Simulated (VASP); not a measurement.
Data:

```yaml
crystal:
  lattice:
    - [4.09823, 0.00000, 0.00000]
    - [0.00000, 4.09823, 0.00000]
    - [0.00000, 0.00000, 2.96350]
  atoms:
    - { symbol: Mn, position: [0.00000, 0.00000, 0.00000], spin: 4.4 }
    - { symbol: Mn, position: [0.50000, 0.50000, 0.50000], spin: -4.4 }
    - { symbol: F, position: [0.30757, 0.30757, 0.00000] }
    - { symbol: F, position: [0.80757, 0.19243, 0.50000] }
    - { symbol: F, position: [0.19243, 0.80757, 0.50000] }
    - { symbol: F, position: [0.69243, 0.69243, 0.00000] }
```

Level of theory: LDA (Ceperley-Alder, Perdew-Zunger), VASP's LDA PAW potentials (set 64) (plane waves; VASP). Run with 620 eV cut-off, 8×8×10 Γ-centred mesh, first-order Methfessel-Paxton smearing of 0.10 eV, potentials Mn_pv F.

Question: Estimate the cell moment, energy per atom (σ→0), pressure, band gap (on the k-mesh) with the smallest direct gap where there is one.

Answer: 
```yaml
band gap (on the k-mesh): none (metal, semimetal or under 0.01 eV)
cell_moment: 0.00 μB
energy per atom (σ→0): -6.275 eV/atom
pressure: 45.16 GPa
```

Question: Give the moment on each site (PAW-sphere projection).

Answer: 
```tsv
site	moment (μB)
Mn1	0.76
Mn2	-0.76
F3	0.01
F4	-0.01
F5	-0.01
F6	0.01
```

The absolute energy has meaning only against runs of the same code, potentials and settings.

The compound is MnF2 in the rutile structure. It was relaxed first under an external pressure of 45 GPa.
